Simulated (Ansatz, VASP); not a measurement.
One calculation of La2Zr3O, two programs

The input INCAR:

```
  PREC = Accurate
  ENCUT = 520
  EDIFF = 1E-6
  ISMEAR = 0
  SIGMA = 0.1
  LREAL = False
  LASPH = True
  NELM = 80
  ALGO = Normal
  ISIF = 2
  LWAVE = False
  LCHARG = False
  GGA = PE
  NBANDS = 41
```

Contents of KPOINTS:

```
regular mesh
0
Gamma
  6 6 6
```

The input POSCAR:

```
La2Zr3O
1.0
    2.7803449100      1.6052328800      4.4812688500
   -2.7803449100      1.6052328800      4.4812688500
    0.0000000000     -3.2104657600      4.4812688500
La Zr O
2 3 1
Direct
    0.6257100100      0.6257100100      0.6257100100
    0.3742899900      0.3742899900      0.3742899900
    0.0000000000      0.5000000000      0.0000000000
    0.5000000000      0.0000000000      0.0000000000
    0.0000000000      0.0000000000      0.5000000000
    0.0000000000      0.0000000000      0.0000000000
```

Input for Ansatz:

```yaml
crystal:
  lattice:
    - [2.78034491, 1.60523288, 4.48126885]
    - [-2.78034491, 1.60523288, 4.48126885]
    - [0.0, -3.21046576, 4.48126885]
  atoms:
    - { symbol: La, position: [0.62571001, 0.62571001, 0.62571001] }
    - { symbol: La, position: [0.37428999, 0.37428999, 0.37428999] }
    - { symbol: Zr, position: [0.0, 0.5, 0.0] }
    - { symbol: Zr, position: [0.5, 0.0, 0.0] }
    - { symbol: Zr, position: [0.0, 0.0, 0.5] }
    - { symbol: O, position: [0.0, 0.0, 0.0] }
basis:
  ecutwfc: 420
kpoints:
  mp_grid: { grid: [6, 6, 6] }
hamiltonian:
  xc: pbe
scf:
  occupations: { method: gaussian, width: 0.1 }
  lower_state_search: "off"
output:
  forces: true
  stress: true
  eigenvalues: true
```

Change from the starting cell: species swapped into the Ce2Al3Fe type (R-3m, No. 166).

Alike in both runs: task single point; functional PBE; k mesh 6 × 6 × 6; occupations gaussian, width 0.1 eV; no spin polarisation.

```csv
,VASP,Ansatz
version,VASP 6.6.1,Ansatz 0.2.0
potentials or method,"VASP PAW PBE potentials, release 64 (La, Zr_sv, O)","scalar-relativistic, plane waves, PAW"
plane-wave cutoff (eV),520,420
valence electrons in the cell,64,64
```

|  | VASP | Ansatz | Ansatz less VASP |
| --- | --- | --- | --- |
| gap on the k mesh at the Fermi level (eV) | none | none | - |
| pressure (GPa) | 12.0 | 11.9 | -0.09 |
| largest component of the traceless stress (GPa) | 5.23 | 5.26 | +0.030 |
| rms of the force components (eV/Å) | 0.057 | 0.056 | -0.0008 |

Atom by atom the forces differ by 0.001 eV/Å (rms over components). A gap of «none» marks a metal or a gap that the smearing closes. The functional is the same, so the differences come from potentials, cutoffs and numerics.

Spin-orbit coupling is left out, which matters for the levels of La.
